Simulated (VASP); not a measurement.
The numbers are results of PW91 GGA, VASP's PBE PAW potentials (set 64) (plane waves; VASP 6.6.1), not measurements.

A VASP calculation is set up with these files.

### INCAR
```
! general
SYSTEM  = CuI
PREC    = Accurate
ENCUT   = 300
LREAL   = .False.
LASPH   = .True.

! electronic loop
EDIFF   = 1E-6
NELM    = 100
ALGO    = Normal
LMAXMIX = 4

! smearing
ISMEAR  = 0
SIGMA   = 0.02

! functional
GGA     = 91

! ions
ISIF    = 2

! output
LWAVE   = .False.
LCHARG  = .False.
```

### POSCAR
```
CuI
3.0343780
  0.0000000000   1.0000000000   1.0000000000
  1.0000000000   0.0000000000   1.0000000000
  1.0000000000   1.0000000000   0.0000000000
Cu I
1 1
Direct
  0.0000000000   0.0000000000   0.0000000000
  0.2500000000   0.2500000000   0.2500000000
```

**KPOINTS**
```
Automatic mesh
0
Gamma
5 5 5
0 0 0
```

POTCAR, in this order: Cu I (PBE.64 set). Program: vasp_std.

The resulting files:

**OSZICAR**
```
       N       E                     dE             d eps       ncg     rms          rms(c)
DAV:   1     0.891294507536E+02    0.89129E+02   -0.58381E+03   260   0.919E+02
DAV:   2    -0.392323754565E+00   -0.89522E+02   -0.83913E+02   260   0.222E+02
DAV:   3    -0.565847730747E+01   -0.52662E+01   -0.52044E+01   368   0.632E+01
DAV:   4    -0.581534130890E+01   -0.15686E+00   -0.15680E+00   322   0.106E+01
DAV:   5    -0.581892284423E+01   -0.35815E-02   -0.35815E-02   356   0.151E+00    0.511E+00
DAV:   6    -0.574041601371E+01    0.78507E-01   -0.33300E+00   268   0.492E+01    0.329E+00
DAV:   7    -0.560877921631E+01    0.13164E+00   -0.73294E-01   290   0.289E+01    0.169E+00
DAV:   8    -0.561111537179E+01   -0.23362E-02   -0.47740E-02   379   0.357E+00    0.425E-01
DAV:   9    -0.560805472760E+01    0.30606E-02   -0.13885E-02   316   0.348E+00    0.157E-01
DAV:  10    -0.560820536531E+01   -0.15064E-03   -0.73975E-04   310   0.198E-01    0.663E-02
DAV:  11    -0.560823245021E+01   -0.27085E-04   -0.48465E-04   315   0.660E-01    0.365E-02
DAV:  12    -0.560822522448E+01    0.72257E-05   -0.51323E-05   402   0.165E-01    0.292E-02
DAV:  13    -0.560822249891E+01    0.27256E-05   -0.80079E-06   376   0.723E-02    0.765E-03
DAV:  14    -0.560822253536E+01   -0.36453E-07   -0.44438E-06   368   0.472E-02
   1 F= -.56082225E+01 E0= -.56082225E+01  d E =-.147713E-17
```

### OUTCAR
```
------------------------ aborting loop because EDIFF is reached ----------------------------------------
  FORCE on cell =-STRESS in cart. coord.  units (eV):
  Direction    XX          YY          ZZ          XY          YZ          ZX
  --------------------------------------------------------------------------------------
  Total       -0.0799533     -0.0799533     -0.0799533      0.0000000      0.0000000      0.0000000
  in kB       -2.2924933     -2.2924933     -2.2924933      0.0000000      0.0000000      0.0000000
  external PRESSURE =      -2.2924933 kB  Pullay stress =       0.0000000 kB
  volume of cell :       55.88
      direct lattice vectors                 reciprocal lattice vectors
     0.000000000  3.034378000  3.034378000    -0.164778416  0.164778416  0.164778416
     3.034378000  0.000000000  3.034378000     0.164778416 -0.164778416  0.164778416
     3.034378000  3.034378000  0.000000000     0.164778416  0.164778416 -0.164778416
  FREE ENERGIE OF THE ION-ELECTRON SYSTEM (eV)
  ---------------------------------------------------
  free  energy   TOTEN  =        -5.6082225354 eV

  energy  without entropy=       -5.6082225354  energy(sigma->0) =       -5.60822254
```
(Selected blocks of OUTCAR.)

At this cut-off the stress carries a Pulay error, which pulls relaxed volumes low.

The structure is a typed CuI crystal. The cell was not relaxed at this level. The run is one of a series of settings (GGA = 91 against the base run), some of them coarse on purpose.
